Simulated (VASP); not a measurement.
# LiF (Griceite): structure and properties in VASP, part 2 of 2

What structure does LiF (Griceite) take at this level, and what are its properties? The start is a cell from a database of measured crystal structures.

VASP 6.6.1; r2SCAN with rVV10; plane waves and PAW (Li_sv, F).

So far, gap on the k-mesh (eV): step 2 (relaxing cell and atoms (r2SCAN + rVV10)) 10.7; step 6 (density of states (r2SCAN + rVV10)) 10.7; step 7 (optical spectrum (r2SCAN + rVV10)) 10.7; step 8 (volume scan with r2SCAN + rVV10) 11.4; step 9 (volume scan with r2SCAN + rVV10 (run 2)) 11.2.

## (12) Volume scan with r2SCAN + rVV10 (run 5)

INCAR reads:

```
SYSTEM = LiF
PREC = Accurate
ENCUT = 650
EDIFF = 1E-06
NELM = 100
ISMEAR = 0
SIGMA = 0.05
LREAL = .FALSE.
ALGO = Normal
METAGGA = R2SCAN
LUSE_VDW = .TRUE.
IVDW_NL = 2
BPARAM = 11.95
CPARAM = 0.0093
LASPH = .TRUE.
NBANDS = 11
LORBIT = 11
LWAVE = .FALSE.
LCHARG = .FALSE.
KPAR = 2
ISIF = 2
```

POSCAR reads:

```
LiF
1.0
    0.0000000000      1.9920006665      1.9920006665
    1.9920006665      0.0000000000      1.9920006665
    1.9920006665      1.9920006665      0.0000000000
Li F
1 1
Direct
    0.0000000000      0.0000000000      0.0000000000
    0.5000000000      0.5000000000      0.5000000000
```

KPOINTS reads:

```
Automatic mesh
0
Gamma
10 10 10
0 0 0
```

The projector-augmented-wave data sets are Li_sv and F (PBE family, release 64).

Run with:

```bash
> mpirun -np 2 vasp_std
```

It took 19 s on 2 MPI ranks of Intel Xeon 6975P-C (Granite Rapids), shared host; peak memory 0.4 GiB; 37 s of CPU time.

The pressure falls from -0.03 to -1.74 GPa.

The run ends at a pressure of -1.74 GPa.

## (13) Volume scan with r2SCAN + rVV10 (run 6)

INCAR is that of step 12.

POSCAR reads:

```
LiF
1.0
    0.0000000000      2.0049360982      2.0049360982
    2.0049360982      0.0000000000      2.0049360982
    2.0049360982      2.0049360982      0.0000000000
Li F
1 1
Direct
    0.0000000000      0.0000000000      0.0000000000
    0.5000000000      0.5000000000      0.5000000000
```

KPOINTS is that of step 12.

Run with:

```bash
> mpirun -np 2 vasp_std
```

It took 18 s on 2 MPI ranks; peak memory 0.39 GiB; 34 s of CPU time.

The pressure falls from -1.74 to -3.34 GPa.

The run ends at a pressure of -3.34 GPa.

## (14) Volume scan with r2SCAN + rVV10 (run 7)

A prediction first. A least-squares parabola for the 6 pressures of evenly scaled cells so far, P = -0.08 -87.7 t +134 t² GPa with t = ln(V/V₁) and V₁ the volume at scale 1, gives -4.73 GPa at t = +0.0583.

INCAR is that of step 13.

POSCAR reads:

```
LiF
1.0
    0.0000000000      2.0177067361      2.0177067361
    2.0177067361      0.0000000000      2.0177067361
    2.0177067361      2.0177067361      0.0000000000
Li F
1 1
Direct
    0.0000000000      0.0000000000      0.0000000000
    0.5000000000      0.5000000000      0.5000000000
```

KPOINTS is that of step 13.

Run with:

```bash
> mpirun -np 2 vasp_std
```

It took 19 s on 2 MPI ranks; peak memory 0.39 GiB.

The pressure falls from -3.34 to -4.60 GPa. The parabola predicted -4.73 GPa, -0.13 GPa off.

## (15) The series together

Times are for 2 MPI ranks of Intel Xeon 6975P-C (Granite Rapids), shared host. The series side by side:

| no. | volume scale | energy above the lowest point (meV/atom) | pressure (GPa) | gap on the k-mesh (eV) | time | memory (GiB) |
| --- | --- | --- | --- | --- | --- | --- |
| 1 | 0.94 | 10.93 | 5.890 | 11.38 | 21 s | 0.39 |
| 2 | 0.96 | 5.17 | 3.685 | 11.16 | 19 s | 0.39 |
| 3 | 0.98 | 1.7 | 1.715 | 10.94 | 19 s | 0.4 |
| 4 | 1 | 0.04 | -0.03136 | 10.73 | 19 s | 0.38 |
| 5 | 1.02 | 0 | -1.736 | 10.53 | 19 s | 0.4 |
| 6 | 1.04 | 1.73 | -3.336 | 10.34 | 18 s | 0.39 |
| 7 | 1.06 | 4.87 | -4.599 | 10.15 | 19 s | 0.39 |

## (16) Fit for r2SCAN + rVV10

This step: Birch-Murnaghan fit, r2SCAN with rVV10; plane waves and PAW (VASP 6.6.1).

Derived from the runs above.

Numbers from this step:

* pressure derivative of the bulk modulus: 3.430
* r.m.s. error of the fit: 4.46e-5 eV/atom
* minimum inside the sampled range: yes
* bulk modulus: 87.40 GPa
* equilibrium volume of the fit: 7.820 Å³/atom

The energy above the fitted minimum by volume:

| volume (Å³/atom) | energy above the fitted minimum (eV/atom) |
| --- | --- |
| 7.284 | 0.0111 |
| 7.439 | 0.00536 |
| 7.594 | 0.00189 |
| 7.749 | 2.3e-4 |
| 7.904 | 1.9e-4 |
| 8.059 | 0.00192 |
| 8.214 | 0.00506 |

The fit over cells of fixed shape and fractional positions puts the volume +0.91 % from the relaxed one. At a finite cutoff and mesh the minimum of the energy and the zero of the stress don't quite coincide, and the relaxation stops at a threshold.

## (17) Vibrations at Γ (r2SCAN + rVV10)

This step: r2SCAN with rVV10; plane waves and PAW (Li_sv, F) (VASP 6.6.1).

Zone-centre modes test whether the atoms sit at a minimum within this cell. IBRION = 6 takes the force constants from differences of forces between displaced cells, so the forces must be tight.

INCAR, as its differences from that of step 14:

```diff
@@ -3,3 +3,3 @@
 ENCUT = 650
-EDIFF = 1E-06
+EDIFF = 1E-08
 NELM = 100
@@ -20,2 +20,6 @@
 KPAR = 2
+IBRION = 6
+NFREE = 2
+POTIM = 0.015
 ISIF = 2
+NSW = 1
```

POSCAR reads:

```
LiF
1.0
    0.0000000000      1.9788950195      1.9788950195
    1.9788950195      0.0000000000      1.9788950195
    1.9788950195      1.9788950195      0.0000000000
Li F
1 1
Direct
    0.0000000000      0.0000000000      0.0000000000
    0.5000000000      0.5000000000      0.5000000000
```

KPOINTS is that of step 14.

Run with:

```bash
> mpirun -np 2 vasp_std
```

The job ended after 95 s (2 MPI ranks; peak memory 0.44 GiB).

The last energy, forces, stress and levels in OUTCAR belong to the last displaced cell, not to the cell of POSCAR.

Numbers from this step:

```yaml
pressure_of_the_cell: -0.06117 GPa
largest_force_of_the_cell: 0 eV/Å
```

Transverse limit, no LO-TO splitting. Modes at Γ, with each element's share of the kinetic energy (negative means imaginary):

| mode | frequency (cm⁻¹) | symmetry | Li % | F % |
| --- | --- | --- | --- | --- |
| 1 | -8.8 | acoustic | 29 | 71 |
| 2 | -8.8 | acoustic | 29 | 71 |
| 3 | -8.8 | acoustic | 29 | 71 |
| 4 | 359.4 | T1u | 71 | 29 |
| 5 | 359.4 | T1u | 71 | 29 |
| 6 | 359.4 | T1u | 71 | 29 |

Displacements in mode 4 (359.4 cm⁻¹), the largest set to 1:
```
Li1  0.00 -1.00  1.00
F2   0.00  0.39 -0.39
```

The three acoustic modes lie within 8.8 cm⁻¹ of zero, and all others are real. By the characters of their eigenvectors the optical modes sort into (cm⁻¹) infrared active: T1u 359.

## (18) Outcome

```yaml
relaxed_volume: 7.749 Å³/atom
relaxed_conventional_cell_a_b_c: 3.958, 3.958, 3.958 Å
space_group_after_relaxing_within_0p02_a: Fm-3m (No. 225)
band_gap: 10.7 eV, direct
gap_among_the_points_of_the_dos_mesh_alone_an_upper_bound: 10.7 eV
strongest_peak_of_eps_2_mean_over_directions: 21.6 eV
eps_1_at_zero_frequency_no_local_fields_mean: 1.95
bulk_modulus_from_the_fit: 87.4 GPa
volume_from_the_fit: 7.82 Å³/atom
highest_zone_centre_mode: 359 cm⁻¹
```

**Reading.** With r2SCAN + rVV10, LiF (Griceite) relaxes to 7.749 Å³/atom in space group Fm-3m (held by the symmetry of the run), has a direct gap of 10.7 eV and has a bulk modulus of 87.4 GPa. Against the listed cell the volume lies -5.1 %. Band structure (r2SCAN + rVV10): On this path the gap is direct, 10.73 eV, with the valence top at Γ and the conduction bottom at Γ. Vibrations at Γ (r2SCAN + rVV10): The highest mode in this list at Γ, 359.4 cm⁻¹, is mostly motion of Li (71 % of the kinetic energy). Semilocal functionals usually underestimate gaps. Modes at Γ alone can't show that the crystal is stable at other wave vectors, and the LO-TO splitting is not included. No search among competing phases was made, and a listed structure need not be the one stable at ambient conditions. All values are for a static lattice at zero temperature.

[Lines on the potential files, build, host, timing and source positions are cut from VASP's logs without a mark.]

[Logs are printed without paths, hosts, clocks, repeated set-up lines and the standing remarks that a program may print on its own settings, such as how far it seeks lower states.]

[Hosts, paths, dates, database ids (printed as entryN), source tags and the programs' standing remarks are cut or masked in the printed files.]

[A measured line is paired with the nearest computed mode of its activity, which favours agreement.]

[In band tables of VASP the shares of atoms and orbitals are scaled to a sum of 1 inside the atoms' spheres.]
